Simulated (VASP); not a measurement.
Output of a VASP run:

OSZICAR:
```
       N       E                     dE             d eps       ncg     rms          rms(c)
DAV:   1     0.560257972580E+03    0.56026E+03   -0.14417E+04  1456   0.225E+03
DAV:   2     0.109522345328E+03   -0.45074E+03   -0.44500E+03  2240   0.457E+02
DAV:   3    -0.527161629068E+01   -0.11479E+03   -0.11366E+03  2684   0.281E+02
DAV:   4    -0.192209239301E+02   -0.13949E+02   -0.13788E+02  2688   0.987E+01
DAV:   5    -0.212014130933E+02   -0.19805E+01   -0.19097E+01  2856   0.331E+01    0.520E+00
DAV:   6    -0.213763315198E+02   -0.17492E+00   -0.27806E+00  2792   0.119E+01    0.259E+00
DAV:   7    -0.213658243170E+02    0.10507E-01   -0.39928E-01  2888   0.413E+00    0.642E-01
DAV:   8    -0.213686208840E+02   -0.27966E-02   -0.60624E-02  2856   0.148E+00    0.220E-01
DAV:   9    -0.213699149985E+02   -0.12941E-02   -0.10729E-02  2704   0.623E-01    0.141E-01
DAV:  10    -0.213703656396E+02   -0.45064E-03   -0.26972E-03  2680   0.309E-01    0.645E-02
DAV:  11    -0.213704800318E+02   -0.11439E-03   -0.78345E-04  2768   0.157E-01    0.150E-02
DAV:  12    -0.213704959303E+02   -0.15898E-04   -0.13838E-04  2240   0.615E-02    0.176E-02
DAV:  13    -0.213705069591E+02   -0.11029E-04   -0.93082E-05  2576   0.722E-02    0.820E-03
DAV:  14    -0.213705076260E+02   -0.66685E-06   -0.11346E-05  1976   0.253E-02    0.101E-03
DAV:  15    -0.213705076760E+02   -0.50068E-07   -0.23061E-06  1424   0.110E-02
   1 F= -.21370508E+02 E0= -.21370026E+02  d E =-.213705E+02
       N       E                     dE             d eps       ncg     rms          rms(c)
DAV:   1    -0.213866780752E+02   -0.16170E-01   -0.51063E-01  2304   0.752E+00    0.595E-01
DAV:   2    -0.213745504923E+02    0.12128E-01   -0.47300E-02  2380   0.247E+00    0.264E-01
DAV:   3    -0.213715257131E+02    0.30248E-02   -0.18572E-02  2464   0.113E+00    0.577E-02
DAV:   4    -0.213715563919E+02   -0.30679E-04   -0.15269E-03  2606   0.382E-01    0.293E-02
DAV:   5    -0.213715927084E+02   -0.36317E-04   -0.24203E-04  2728   0.105E-01    0.293E-02
DAV:   6    -0.213715939124E+02   -0.12040E-05   -0.63335E-05  2284   0.675E-02    0.168E-02
DAV:   7    -0.213715896531E+02    0.42594E-05   -0.33639E-05  2624   0.533E-02    0.334E-03
DAV:   8    -0.213715902622E+02   -0.60911E-06   -0.75970E-07  1176   0.121E-02
   2 F= -.21371590E+02 E0= -.21371110E+02  d E =-.108259E-02
```

File OUTCAR:
```
------------------------ aborting loop because EDIFF is reached ----------------------------------------
  FORCE on cell =-STRESS in cart. coord.  units (eV):
  Direction    XX          YY          ZZ          XY          YZ          ZX
  --------------------------------------------------------------------------------------
  Total        0.0631907      0.0631907     -0.0357483      0.0000000      0.0000000     -0.0000000
  in kB        0.7405358      0.7405359     -0.4189365      0.0000000      0.0000000     -0.0000000
  external PRESSURE =       0.3540450 kB  Pullay stress =       0.0000000 kB
  volume of cell :      136.72
      direct lattice vectors                 reciprocal lattice vectors
     1.835231603 -3.178714589  0.000000000     0.272445178 -0.157296286  0.000000000
     1.835231603  3.178714589 -0.000000000     0.272445178  0.157296286  0.000000000
    -0.000000000  0.000000000 11.717769802     0.000000000  0.000000000  0.085340472
 POSITION                                       TOTAL-FORCE (eV/Angst)
 -----------------------------------------------------------------------------------
      1.83523     -3.17871      5.85888        -0.000000      0.000000      0.000000
      1.83523     -3.17871      0.00000        -0.000000      0.000000      0.000000
      1.83523      1.05957      2.92944         0.000000      0.000000      0.000000
      1.83523     -1.05957      8.78833         0.000000     -0.000000     -0.000000
 -----------------------------------------------------------------------------------
    total drift:                                0.000000      0.000000      0.000000
  FREE ENERGIE OF THE ION-ELECTRON SYSTEM (eV)
  ---------------------------------------------------
  free  energy   TOTEN  =       -21.3715902622 eV

  energy  without entropy=      -21.3701491876  energy(sigma->0) =      -21.37110990

 reached required accuracy - stopping structural energy minimisation
```
(Selected blocks of OUTCAR.)

File POSCAR:
```
La
1
    1.8294854390    -3.1687619394     0.0000000000
    1.8294854390     3.1687619394     0.0000000000
   -0.0000000000     0.0000000000    11.7064403368
La
4
Direct
  1.0000000000   1.0000000000   0.5000000000
  1.0000000000   1.0000000000   1.0000000000
  0.3333330000   0.6666670000   0.2500000000
  0.6666670000   0.3333330000   0.7500000000
```

### Question
Reconstruct the remaining input files.

### Answer
Several could match; the one computed here: the input of the run itself, PBEsol GGA, plane waves, VASP's PBE PAW potentials (set 64).

### INCAR
```
ALGO = Normal
EDIFF = 1E-6
EDIFFG = -0.02
ENCUT = 500
GGA = PS
IBRION = 2
ISIF = 3
ISMEAR = 1
LASPH = .True.
LCHARG = .False.
LMAXMIX = 6
LREAL = .False.
LWAVE = .False.
NELM = 100
NSW = 40
PREC = Accurate
SIGMA = 0.1
SYSTEM = La
```

### KPOINTS
```
Automatic mesh
0
Gamma
10 10 3
0 0 0
```

POTCAR, in this order: La (PBE.64 set). Program: vasp_std.

The compound is La in the dhcp structure. This run relaxes it. Symmetry was kept, so distortions that lower it aren't found.
